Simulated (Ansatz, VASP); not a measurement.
# La16Pb8S31 (V_S hop (3.3 A)): VASP beside Ansatz, part 2 of 2

Aim: how closely do two programs agree when they are given the same cell, functional and k mesh? The Ansatz run is a path of several images between two structures; VASP solves one of them, and the two are compared there.

VASP 6.6.1 and Ansatz 0.2.0.

So far. Step 3 (VASP: single point, PBEsol, pair 1): The run ends at a pressure of -2.72 GPa, with forces up to 0.018 eV/Å.

**6. VASP: single point, PBEsol, pair 2**

Level of this step: PBEsol; plane waves and PAW (La, Pb_d, S) (VASP).

The same cell, functional and mesh now go to VASP, with its own data sets.

INCAR reads:

```
SYSTEM = La16Pb8S31
PREC = Accurate
ENCUT = 400
EDIFF = 1E-06
NELM = 200
ISMEAR = 0
SIGMA = 0.01
LREAL = Auto
ALGO = Normal
GGA = PS
NELECT = 472
NBANDS = 274
LASPH = .TRUE.
LORBIT = 11
LWAVE = .FALSE.
LCHARG = .FALSE.
ISIF = 2
ISYM = 0
GGA_COMPAT = .FALSE.
EFERMI = MIDGAP
LMAXMIX = 6
```

POSCAR reads:

```
La16Pb8S31
1.0
    0.0000000000      8.6870035639      8.6461406084
    8.6870035639      0.0000000000      8.6461406084
    8.6870035639      8.6870035639      0.0000000000
La Pb S
16 8 31
Direct
    0.1202998277      0.0042644200      0.1285777035
    0.3655822125      0.2371144398      0.3826619838
    0.6200014619      0.5035055963      0.6277245140
    0.8684968275      0.7532672213      0.8805527599
    0.0061714258      0.1216312610      0.7451808618
    0.2552955687      0.3689135721      0.9934664377
    0.5094226795      0.6337463306      0.2419296081
    0.7548845367      0.8693083415      0.4957193016
    0.2360929692      0.6419866670      0.6246180856
    0.4955233954      0.8804662558      0.8689286752
    0.7424202527      0.1340401639      0.1180605730
    0.9947719538      0.3799454534      0.3687592008
    0.1343263180      0.7414401474      0.0036959576
    0.3798300669      0.9947716818      0.2529542942
    0.6419858510      0.2357468096      0.5062812041
    0.8823067275      0.4931046310      0.7550818030
    0.1195758703      0.6271156644      0.3675886587
    0.3792525750      0.8721728286      0.6267329683
    0.6305862367      0.1233917861      0.8747659718
    0.8815169602      0.3783515168      0.1228569802
    0.0009805486      0.9986782587      0.4994221470
    0.2481809210      0.2387415327      0.7604522556
    0.4964816928      0.5038490203      0.0039210028
    0.7536758192      0.7481503236      0.2501225488
    0.2211213789      0.9722434375      0.8562351493
    0.4717608173      0.2226530572      0.1054232442
    0.7229695342      0.4731710872      0.3565741693
    0.9722123280      0.7218383084      0.6035899495
    0.2325306435      0.8194994369      0.3467254789
    0.4807632866      0.0768265351      0.5961327836
    0.7300663578      0.3265900643      0.8452754616
    0.9815585085      0.5749741237      0.0948771037
    0.0735973448      0.4814479890      0.8485848485
    0.3268230135      0.7309899940      0.0981796900
    0.5763514173      0.9784463369      0.3468668065
    0.8269903116      0.2286251836      0.5998538135
    0.0966087040      0.8450831293      0.7353237278
    0.3490411218      0.0974008429      0.9794952274
    0.5335641611      0.3755119639      0.2880079665
    0.8516784476      0.5938219861      0.4816927102
    0.1043738472      0.1988828449      0.2225513094
    0.6064399529      0.6977257449      0.7254347165
    0.8514362956      0.9560753686      0.9745097724
    0.1078961194      0.3469889187      0.5726607558
    0.3504394226      0.5926403132      0.8271818279
    0.5982715756      0.8547466632      0.0680111025
    0.8385813367      0.1040357649      0.3145205271
    0.1926953850      0.0983015018      0.4728966062
    0.4351438154      0.3771261115      0.6877980515
    0.6999612287      0.6002720788      0.9762208856
    0.9550881906      0.8487224003      0.2216121439
    0.2236782067      0.4661093263      0.1998280084
    0.4713240868      0.7226190223      0.4501674195
    0.7256346384      0.9673750711      0.7004036852
    0.9722955543      0.2187560914      0.9502315723
```

KPOINTS reads:

```
Points of the shifted mesh
1
Reciprocal
 0.2500000000  0.2500000000  0.2500000000 1
```

The projector-augmented-wave data sets are La, Pb_d and S (PBE family, release 64).

Launch:

```bash
$ export OMP_NUM_THREADS=3
$ mpirun -np 1 vasp_std
```

Log:

```text
[banner, memory and clock lines left out]
running    1 mpi-ranks, on    1 nodes
[...]
Offloading initialized ...    1 GPUs detected
[...]
[... a notice as in an earlier step ...]

 LDA part: xc-table for (Slater+PW92), standard interpolation
 POSCAR, INCAR and KPOINTS ok, starting setup
[...]
entering main loop
       N       E                     dE             d eps       ncg     rms          rms(c)
DAV:   1     0.612201616683E+04    0.61220E+04   -0.14465E+05   548   0.189E+03
DAV:   2     0.216073972444E+04   -0.39613E+04   -0.37792E+04   548   0.492E+02
DAV:   3     0.324552248677E+03   -0.18362E+04   -0.18001E+04   732   0.313E+02
DAV:   4    -0.256521467722E+03   -0.58107E+03   -0.55937E+03   916   0.167E+02
DAV:   5    -0.364184089203E+03   -0.10766E+03   -0.10700E+03  1056   0.766E+01BRMIX: very serious problems
 the old and the new charge density differ
 old charge density:   474.00000 new  472.00000
    0.277E+01
DAV:   6    -0.362795894661E+03    0.13882E+01   -0.10777E+02  1008   0.286E+01    0.158E+01
DAV:   7    -0.363473945508E+03   -0.67805E+00   -0.32863E+01   968   0.180E+01    0.692E+00
DAV:   8    -0.363872776066E+03   -0.39883E+00   -0.74126E+00  1024   0.880E+00    0.447E+00
DAV:   9    -0.364038860172E+03   -0.16608E+00   -0.16603E+00  1096   0.361E+00    0.129E+00
[...]
DAV:  23    -0.364102505556E+03   -0.47355E-05   -0.21440E-05   608   0.104E-02    0.369E-03
DAV:  24    -0.364102507043E+03   -0.14876E-05   -0.69070E-06   424   0.911E-03    0.246E-03
DAV:  25    -0.364102507215E+03   -0.17164E-06   -0.26260E-06   424   0.631E-03
   1 F= -.36410251E+03 E0= -.36410251E+03  d E =0.000000E+00
```

From OUTCAR (step 6):

```text
  Total      -21.2221662    -24.5486555    -18.9016143     -0.9392838      0.9495303      2.0618092
  in kB      -26.0560156    -30.1401913    -23.2069031     -1.1532279      1.1658082      2.5314349
  external PRESSURE =     -26.4677033 kB  Pullay stress =       0.0000000 kB

 POSITION                                       TOTAL-FORCE (eV/Angst)
 -----------------------------------------------------------------------------------
      1.15400      2.16200      1.07700         0.007778      0.000131     -0.000714
      5.38400      6.50000      5.21100         0.012841     -0.001074     -0.003283
      9.82700     10.83900      9.71400        -0.002163      0.003024     -0.014594
     14.19300     15.19400     14.02200         0.009403     -0.012357     -0.007946
      7.53000      6.52700      1.10500         0.015315      0.001707     -0.005684
     11.83500     10.84800      5.39700        -0.013357     -0.006091     -0.001475
      7.60700      6.52700      9.88400         0.001137      0.002126     -0.018017
     11.85800     10.86400     14.04300         0.007480      0.010232     -0.009000
     11.00300      7.47700      7.59200         0.021657     -0.013145      0.006080
     15.19700     11.85300     11.89700        -0.003257     -0.001581      0.005603
      2.19000      7.47500      7.57800         0.044150     -0.008010      0.008986
      6.50400     11.84500     11.88600         0.002821      0.005349     -0.008809
      6.47300      1.19900      7.57200        -0.003239     -0.007297      0.002372
     10.83900      5.49700     11.88500         0.010358     -0.002098     -0.006093
[...]
-----------------------------------------------------------------------------------
    total drift:                                0.003350      0.003441     -0.000073

  FREE ENERGIE OF THE ION-ELECTRON SYSTEM (eV)
  ---------------------------------------------------
  free  energy   TOTEN  =      -364.1025072151 eV

  energy  without entropy=     -364.1025072151  energy(sigma->0) =     -364.10250722

[... 2 parts as in an earlier step ...]

[... 1 further part left out ...]
[key lines of the parts left out:]
E-fermi :   7.3703
```

The run ends at a pressure of -2.65 GPa, with forces up to 0.27 eV/Å.

**7. Differences**

Forces on 9 of the 55 atoms, those with the largest forces and the largest differences (eV/Å; atoms numbered as in POSCAR):

| atom | Ansatz x, y, z | VASP x, y, z |
| --- | --- | --- |
| La4 | 0.014, -0.007, -0.003 | 0.009, -0.012, -0.008 |
| La11 | 0.045, -0.010, 0.010 | 0.044, -0.008, 0.009 |
| La15 | -0.028, -0.009, 0.008 | -0.024, -0.007, 0.005 |
| La16 | 0.008, -0.005, 0.001 | 0.010, -0.008, 0.006 |
| Pb17 | 0.014, -0.030, -0.011 | 0.013, -0.030, -0.012 |
| Pb23 | 0.026, 0.017, -0.014 | 0.027, 0.015, -0.014 |
| S39 | -0.250, 0.035, 0.101 | -0.249, 0.033, 0.102 |
| S46 | -0.005, 0.004, -0.030 | -0.008, 0.008, -0.035 |
| S47 | -0.017, 0.059, 0.008 | -0.016, 0.058, 0.009 |

The forces differ by 2.1 meV/Å r.m.s., which is 8.8 % of the r.m.s. force of 0.024 eV/Å (both taken over all components). The cell carries a charge of +2 e against a uniform background, so its pressure also hangs on how the neutralising background is counted, and in a defect's cell a gap may be the spacing between its levels.

**8. Ansatz: path of images, PBEsol**

A single point takes one fixed geometry, so differences don't come from the geometry; what else differs is listed under the comparison.

The Ansatz run is a path of several images between two structures; VASP solves one of them, and the two are compared there.

This is the run of step 2 again, met here at its other cell.

**9. VASP: single point, PBEsol, pair 3**

The same cell, functional and mesh now go to VASP, with its own data sets.

INCAR is that of step 6.

POSCAR reads:

```
La16Pb8S31
1.0
    0.0000000000      8.6870035639      8.6461406084
    8.6870035639      0.0000000000      8.6461406084
    8.6870035639      8.6870035639      0.0000000000
La Pb S
16 8 31
Direct
    0.1198396417      0.0048402645      0.1286925459
    0.3647112372      0.2347469760      0.3839934171
    0.6204635520      0.5037374574      0.6281833398
    0.8687837977      0.7526332755      0.8801506753
    0.0065748706      0.1214591333      0.7443169591
    0.2553544861      0.3694329474      0.9936377493
    0.5090871289      0.6382455886      0.2418047007
    0.7546559399      0.8702308896      0.4957176694
    0.2371270954      0.6401429310      0.6239293028
    0.4950626654      0.8808113272      0.8692742907
    0.7456966634      0.1289132166      0.1153597348
    0.9943112238      0.3802905249      0.3689897018
    0.1335199725      0.7420151758      0.0045023031
    0.3797738698      0.9954061716      0.2525500333
    0.6387012796      0.2374121614      0.5085297451
    0.8821335118      0.4930465297      0.7553701332
    0.1234927553      0.6244710233      0.3674705520
    0.3789047833      0.8714796934      0.6277714470
    0.6296069474      0.1240240997      0.8741336582
    0.8829583395      0.3779510643      0.1227969748
    0.0003831037      0.9985412719      0.5003649353
    0.2481809210      0.2387415327      0.7598766832
    0.4951000469      0.5051150077      0.0035759313
    0.7541924743      0.7470553758      0.2509872676
    0.2208916940      0.9727044395      0.8560043762
    0.4722810088      0.2230581341      0.1057088543
    0.7231424780      0.4731138019      0.3566314545
    0.9723268984      0.7214924209      0.6037056080
    0.2319569753      0.8208827150      0.3469538037
    0.4809888912      0.0746347353      0.5971734385
    0.7298931420      0.3265319630      0.8456789064
    0.9815587806      0.5750895102      0.0945314882
    0.0742315626      0.4812764054      0.8482959742
    0.3259034577      0.7324878425      0.0979481009
    0.5767537739      0.9778126631      0.3465795643
    0.8269332984      0.2289135139      0.5997957122
    0.0975290759      0.8439314403      0.7337126690
    0.3484074481      0.0978031995      0.9796684431
    0.5019833468      0.3903222898      0.3161353460
    0.8517949223      0.5942838042      0.4815762356
    0.1042584607      0.1988825729      0.2227818104
    0.6067847524      0.6971496284      0.7263561765
    0.8539693585      0.9537736228      0.9728976254
    0.1067417102      0.3467554254      0.5730093636
    0.3503845855      0.5938517356      0.8281575809
    0.5992601137      0.8580374912      0.0658714195
    0.8320176345      0.1096741988      0.3119901845
    0.1913672160      0.0977791342      0.4731887448
    0.4357158515      0.3750505144      0.6945933429
    0.6993804877      0.5986553075      0.9787585728
    0.9553770650      0.8488961601      0.2227046435
    0.2233315031      0.4658777372      0.2000595975
    0.4712095164      0.7229649098      0.4509726769
    0.7256919237      0.9672021273      0.7003464000
    0.9726417138      0.2187569074      0.9496551837
```

KPOINTS is that of step 6.

Log:

```text
[... set-up lines as in an earlier step ...]
 entering main loop
       N       E                     dE             d eps       ncg     rms          rms(c)
DAV:   1     0.612783394250E+04    0.61278E+04   -0.14462E+05   548   0.189E+03
DAV:   2     0.212158222386E+04   -0.40063E+04   -0.38376E+04   564   0.493E+02
DAV:   3     0.319046054416E+03   -0.18025E+04   -0.17660E+04   748   0.315E+02
DAV:   4    -0.257245842068E+03   -0.57629E+03   -0.55184E+03   932   0.170E+02
DAV:   5    -0.363762758250E+03   -0.10652E+03   -0.10583E+03  1040   0.777E+01BRMIX: very serious problems
 the old and the new charge density differ
 old charge density:   474.00000 new  472.00000
    0.279E+01
DAV:   6    -0.362678913531E+03    0.10838E+01   -0.10990E+02  1032   0.288E+01    0.159E+01
DAV:   7    -0.363277978124E+03   -0.59906E+00   -0.32141E+01   944   0.182E+01    0.695E+00
DAV:   8    -0.363723230290E+03   -0.44525E+00   -0.75090E+00  1016   0.874E+00    0.443E+00
DAV:   9    -0.363892569366E+03   -0.16934E+00   -0.17888E+00  1096   0.376E+00    0.131E+00
[...]
DAV:  23    -0.363968339665E+03   -0.27404E-05   -0.14789E-05   496   0.106E-02    0.487E-03
DAV:  24    -0.363968342537E+03   -0.28719E-05   -0.13493E-05   536   0.103E-02    0.253E-03
DAV:  25    -0.363968343229E+03   -0.69200E-06   -0.40320E-06   424   0.835E-03
   1 F= -.36396834E+03 E0= -.36396834E+03  d E =0.000000E+00
```

OUTCAR, selected parts (step 9):

```text
  Total      -20.1465574    -24.4998650    -17.1421957     -0.5478663      0.8734373      2.9056524
  in kB      -24.7354115    -30.0802877    -21.0467355     -0.6726558      1.0723833      3.5674833
  external PRESSURE =     -25.2874782 kB  Pullay stress =       0.0000000 kB

 POSITION                                       TOTAL-FORCE (eV/Angst)
 -----------------------------------------------------------------------------------
      1.16000      2.15900      1.07800         0.019842     -0.003671     -0.008221
      5.37500      6.50400      5.18300        -0.001432      0.006122     -0.022892
      9.83300     10.84700      9.72000        -0.003666      0.009023     -0.007288
     14.18400     15.19300     14.01900         0.005008     -0.010158      0.003045
      7.52100      6.52300      1.10700         0.010280     -0.007268      0.001451
     11.84100     10.85000      5.40200        -0.018164      0.001980      0.000011
      7.64500      6.52300      9.92000         0.027174      0.009894      0.004844
     11.86600     10.86200     14.04900         0.013100      0.014872     -0.007144
     10.98100      7.48000      7.58500         0.026609     -0.020753      0.005510
     15.20300     11.85200     11.89600        -0.011267     -0.002208      0.014400
      2.12200      7.48000      7.56200         0.028969     -0.008080      0.000060
      6.50900     11.84300     11.88500         0.005838      0.000402     -0.011195
      6.48500      1.19900      7.57000         0.000342     -0.019273     -0.000377
     10.84100      5.49300     11.89000         0.010423     -0.003793      0.000140
[...]
-----------------------------------------------------------------------------------
    total drift:                                0.000489      0.001032     -0.001314

  FREE ENERGIE OF THE ION-ELECTRON SYSTEM (eV)
  ---------------------------------------------------
  free  energy   TOTEN  =      -363.9683432287 eV

  energy  without entropy=     -363.9683432287  energy(sigma->0) =     -363.96834323

[... 2 parts as in an earlier step ...]

[... 1 further part left out ...]
[key lines of the parts left out:]
E-fermi :   7.4004
```

The run ends at a pressure of -2.53 GPa, with forces up to 0.27 eV/Å.

**10. Differences**

Forces on 9 of the 55 atoms, those with the largest forces and the largest differences (eV/Å; atoms numbered as in POSCAR):

| atom | Ansatz x, y, z | VASP x, y, z |
| --- | --- | --- |
| La4 | 0.010, -0.008, -0.001 | 0.005, -0.010, 0.003 |
| La7 | 0.023, 0.008, 0.002 | 0.027, 0.010, 0.005 |
| La9 | 0.022, -0.017, 0.008 | 0.027, -0.021, 0.006 |
| La11 | 0.033, -0.010, 0.000 | 0.029, -0.008, 0.000 |
| Pb17 | -0.001, -0.029, -0.006 | -0.002, -0.027, -0.008 |
| Pb23 | 0.043, 0.021, -0.018 | 0.043, 0.021, -0.017 |
| S39 | -0.243, 0.032, 0.106 | -0.246, 0.033, 0.104 |
| S47 | -0.015, 0.039, 0.010 | -0.016, 0.037, 0.009 |
| S48 | 0.003, -0.011, -0.011 | 0.006, -0.008, -0.006 |

The forces differ by 2.1 meV/Å r.m.s., which is 9.0 % of the r.m.s. force of 0.023 eV/Å (both taken over all components). The cell carries a charge of +2 e against a uniform background, so its pressure also hangs on how the neutralising background is counted, and in a defect's cell a gap may be the spacing between its levels.

**11. Outcome**

* r.m.s. force difference (single point, PBEsol, pair 1): 1.9 meV/Å
* r.m.s. force difference (single point, PBEsol, pair 2): 2.1 meV/Å
* r.m.s. force difference (single point, PBEsol, pair 3): 2.1 meV/Å

**Reading.** The r.m.s. force difference is 2.1 meV/Å (single point, PBEsol, pair 2), within the 12 meV/Å picked in this series as the mark of a large difference. 4 further pairs of this series are not shown here. How closely two codes agree says nothing of how well the functional describes the real material.

[Lines on the potential files, build, host, timing and source positions are cut from VASP's logs without a mark.]

[Logs are printed without paths, hosts, clocks, repeated set-up lines and the standing remarks that a program may print on its own settings, such as how far it seeks lower states.]

[Hosts, paths, dates, database ids (printed as entryN), source tags and the programs' standing remarks are cut or masked in the printed files.]
